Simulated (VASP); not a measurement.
Computed with PBEsol GGA, VASP's PBE PAW potentials (set 64) (plane waves; VASP).

A VASP calculation is set up with these files.

**INCAR**
```
ISIF = 2   # forces and stress, cell fixed
EDIFF = 1E-6   # SCF stop (eV)
LCHARG = F
ISMEAR = 0   # Gaussian
SIGMA = 0.01
LWAVE = F
ENCUT = 400   # plane-wave cut-off (eV)
SYSTEM = F2
LASPH = T   # aspherical one-centre terms
PREC = Accurate
NELM = 100   # most electronic steps
GGA = PS
LREAL = F   # projection in real space or not
ALGO = Normal
```

**POSCAR**
```
F2
1
    2.5563200000    -1.5840250000     0.0000000000
    2.5563200000     1.5840250000     0.0000000000
   -0.5621090000     0.0000000000     6.5977080000
F
4
Direct
  0.5958300000   0.9153300000   0.5979600000
  0.4041700000   0.0846700000   0.4020400000
  0.0846700000   0.4041700000   0.9020400000
  0.9153300000   0.5958300000   0.0979600000
```

File KPOINTS:
```
Automatic mesh
0
Gamma
1 1 1
0 0 0
```

POTCAR, in this order: F (PBE.64 set). Program: vasp_std.

### Question
What will the output report for the number of irreducible k-points (NKPTS), largest plane-wave count, number of space-group operations, FFT grid (NGX, NGY, NGZ)?

### Answer

number of irreducible k-points (NKPTS): 1
largest plane-wave count: 959
number of space-group operations: 4
FFT grid (NGX, NGY, NGZ): 20 × 20 × 48

The structure comes from a computed database's F2 entry; how it stands against other phases isn't given here. The cell was not relaxed at this level. The k-mesh is coarse (spacing up to 2.34 per Å, 2π included), so the numbers may not be converged in it. The run is one of a series of settings (KPOINTS 1×1×1 Γ-centred mesh against the base run), some of them coarse on purpose.
